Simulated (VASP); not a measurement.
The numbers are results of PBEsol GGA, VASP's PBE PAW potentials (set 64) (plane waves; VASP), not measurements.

A VASP calculation is set up with these files.

### POSCAR
```
Bi
1.0
  0.0000000000   2.4748667387   2.4748667387
  2.4748667387   0.0000000000   2.4748667387
  2.4748667387   2.4748667387   0.0000000000
Bi
1
direct
  0.0000000000   0.0000000000   0.0000000000
```

### KPOINTS
```
Automatic mesh
0
Gamma
11 11 11
0 0 0
```

**INCAR**
```
! general
SYSTEM =Bi
PREC   =Accurate
ENCUT  =400   ! plane-wave cut-off (eV)
LREAL  =.False.   ! projection in real space or not
LASPH  =.True.   ! aspherical one-centre terms

! electronic loop
EDIFF  =1E-6
NELM   =100   ! most electronic steps
ALGO   =Normal   ! blocked Davidson
LMAXMIX=4

! smearing
ISMEAR =1
SIGMA  =0.1

! functional
GGA    =PS   ! PBEsol

! ions
IBRION =2   ! conjugate gradients
NSW    =60   ! most ionic steps
ISIF   =3   ! ions, shape and volume
EDIFFG =-0.01

! output
LWAVE  =.False.
LCHARG =.False.
```

POTCAR, in this order: Bi_d (PBE.64 set). Program: vasp_std.

Output of the run:

### OUTCAR
```
 ion  position               nearest neighbor table
   1  0.000  0.000  0.000-
  LATTYP: Found a face centered cubic cell.
 ALAT       =     4.9497334774
 Subroutine PRICEL returns:
 Original cell was already a primitive cell.
 Subroutine GETGRP returns: Found 48 space group operations
The static configuration has the point symmetry O_h .
The dynamic configuration has the point symmetry O_h .
 Subroutine INISYM returns: Found 48 space group operations
 Subroutine IBZKPT returns following result:
 Found     56 irreducible k-points:

 Following reciprocal coordinates:
            Coordinates               Weight
  0.000000  0.000000  0.000000      1.000000
  0.090909  0.000000  0.000000      8.000000
  0.181818  0.000000  0.000000      8.000000
  0.272727  0.000000  0.000000      8.000000
  0.363636  0.000000  0.000000      8.000000
  0.454545  0.000000  0.000000      8.000000
  0.090909  0.090909  0.000000      6.000000
  0.181818  0.090909  0.000000     24.000000
  0.272727  0.090909  0.000000     24.000000
  0.363636  0.090909  0.000000     24.000000
...
```

### OSZICAR
```
       N       E                     dE             d eps       ncg     rms          rms(c)
DAV:   1     0.951406233226E+02    0.95141E+02   -0.70536E+03  1249   0.130E+03
DAV:   2     0.804963516350E+00   -0.94336E+02   -0.92088E+02  1286   0.333E+02
DAV:   3    -0.403985526708E+01   -0.48448E+01   -0.47817E+01  1434   0.850E+01
DAV:   4    -0.415274344669E+01   -0.11289E+00   -0.11272E+00  1475   0.137E+01
DAV:   5    -0.415795527665E+01   -0.52118E-02   -0.52116E-02  1602   0.263E+00    0.452E-01
DAV:   6    -0.415103891933E+01    0.69164E-02   -0.11157E-02  1487   0.172E+00    0.256E-01
DAV:   7    -0.414913766555E+01    0.19013E-02   -0.67800E-03  1439   0.130E+00    0.791E-02
DAV:   8    -0.414907561818E+01    0.62047E-04   -0.41199E-04  1448   0.395E-01    0.935E-03
DAV:   9    -0.414907388779E+01    0.17304E-05   -0.10352E-05  1498   0.529E-02    0.449E-03
DAV:  10    -0.414907360030E+01    0.28748E-06   -0.88806E-07   790   0.124E-02
   1 F= -.41490736E+01 E0= -.41487167E+01  d E =-.414907E+01
```

### OUTCAR
```
------------------------ aborting loop because EDIFF is reached ----------------------------------------
  FORCE on cell =-STRESS in cart. coord.  units (eV):
  Direction    XX          YY          ZZ          XY          YZ          ZX
  --------------------------------------------------------------------------------------
  Total       -0.0089230     -0.0089230     -0.0089230     -0.0000000      0.0000000      0.0000000
  in kB       -0.4715606     -0.4715606     -0.4715606     -0.0000000      0.0000000      0.0000000
  external PRESSURE =      -0.4715606 kB  Pullay stress =       0.0000000 kB
  volume of cell :       30.32
      direct lattice vectors                 reciprocal lattice vectors
     0.000000000  2.474866739  2.474866739    -0.202031080  0.202031080  0.202031080
     2.474866739  0.000000000  2.474866739     0.202031080 -0.202031080  0.202031080
     2.474866739  2.474866739  0.000000000     0.202031080  0.202031080 -0.202031080
 POSITION                                       TOTAL-FORCE (eV/Angst)
 -----------------------------------------------------------------------------------
      0.00000      0.00000      0.00000         0.000000      0.000000      0.000000
 -----------------------------------------------------------------------------------
    total drift:                               -0.000000     -0.000000     -0.000000
  FREE ENERGIE OF THE ION-ELECTRON SYSTEM (eV)
  ---------------------------------------------------
  free  energy   TOTEN  =        -4.1490736003 eV

  energy  without entropy=       -4.1480030159  energy(sigma->0) =       -4.14871674

 reached required accuracy - stopping structural energy minimisation
```
(Selected blocks of OUTCAR.)

OUTCAR:
```
 val. band max:        8.1468227166   @ k =  -0.2727   0.1818   0.0000

 cond. band min:       8.1876848265   @ k =   0.4545   0.2727   0.0909


 Fermi energy:         8.1642895071

 k-point     1 :       0.0000    0.0000    0.0000
  band No.  band energies     occupation
      1     -14.8626      2.00000
      2     -14.8626      2.00000
      3     -14.8626      2.00000
      4     -14.7845      2.00000
      5     -14.7845      2.00000
      6      -5.6406      2.00000
      7      13.2800      0.00000
      8      13.2800      0.00000
      9      13.2800      0.00000
     10      17.2141      0.00000
     11      17.2865      0.00000

 k-point     2 :       0.0909    0.0000    0.0000
  band No.  band energies     occupation
      1     -14.8616      2.00000
      2     -14.8558      2.00000
      3     -14.8558      2.00000
      4     -14.7844      2.00000
      5     -14.7844      2.00000
      6      -5.4934      2.00000
      7      11.6734      0.00000
      8      13.1060      0.00000
      9      13.1060      0.00000
     10      16.6283      0.00000
     11      18.2600      0.00000

 k-point     3 :       0.1818    0.0000    0.0000
  band No.  band energies     occupation
      1     -14.8594      2.00000
      2     -14.8439      2.00000
      3     -14.8439      2.00000
      4     -14.7777      2.00000
      5     -14.7777      2.00000
      6      -5.0577      2.00000
      7       9.0094     -0.00000
      8      12.6943      0.00000
      9      12.6943      0.00000
     10      16.0332      0.00000
     11      19.6390      0.00000

 k-point     4 :       0.2727    0.0000    0.0000
  band No.  band energies     occupation
      1     -14.8573      2.00000
      2     -14.8426      2.00000
      3     -14.8426      2.00000
      4     -14.7543      2.00000
      5     -14.7543      2.00000
      6      -4.3612      2.00000
      7       6.4490      2.00000
      8      12.2354      0.00000
      9      12.2354      0.00000
...
```

Unless said otherwise, spin-orbit coupling is left out, though it shifts the bands of the heavy elements here.

The structure was generated: Bi was put into the fcc type (Fm-3m), which need not be its known phase. It was relaxed first. The start is the result of an earlier pass.
